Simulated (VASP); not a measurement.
Nb3Sn:

```
Nb Sn
1.0
     5.28210    0.00000    0.00000
     0.00000    5.28210    0.00000
     0.00000    0.00000    5.28210
Nb Sn
6 2
Direct
  0.25000 0.00000 0.50000
  0.50000 0.75000 0.00000
  0.75000 0.00000 0.50000
  0.50000 0.25000 0.00000
  0.00000 0.50000 0.75000
  0.00000 0.50000 0.25000
  0.00000 0.00000 0.00000
  0.50000 0.50000 0.50000
```

- Program: VASP 6.6.1
- Task: relaxation of cell and atoms
- Functional: PBE
- Potentials or basis: VASP PAW PBE potentials, release 64 (Nb_sv, Sn_d)
- Cutoff: 600 eV
- k mesh: 8 × 8 × 8
- Occupations: methfessel-paxton, width 0.1 eV
- Spin: no spin polarisation

At the start: pressure 3.3 GPa; volume 18.42 Å³/atom.

Problem. How do energy, volume and symmetry change on relaxing?

Solution. Over 3 steps the energy falls by 3.7 meV/atom and the volume is 18.79 Å³/atom (+2.0 %); space group Pm-3n (No. 223, to 0.05 Å).

Step by step:
| step | energy change (eV) | largest force (eV/Å) | pressure (GPa) | volume (Å³) |
| --- | --- | --- | --- | --- |
| 1 | 0.0000 | 0.0000 | 3.32 | 147.37 |
| 2 | 0.0623 | 0.0000 | -5.33 | 155.67 |
| 3 | -0.0297 | 0.0000 | -0.03 | 150.32 |

Final structure:
```
Nb Sn
1.0
     5.31711    0.00000    0.00000
     0.00000    5.31711    0.00000
     0.00000    0.00000    5.31711
Nb Sn
6 2
Direct
  0.25000 0.00000 0.50000
  0.50000 0.75000 0.00000
  0.75000 0.00000 0.50000
  0.50000 0.25000 0.00000
  0.00000 0.50000 0.75000
  0.00000 0.50000 0.25000
  0.00000 0.00000 0.00000
  0.50000 0.50000 0.50000
```
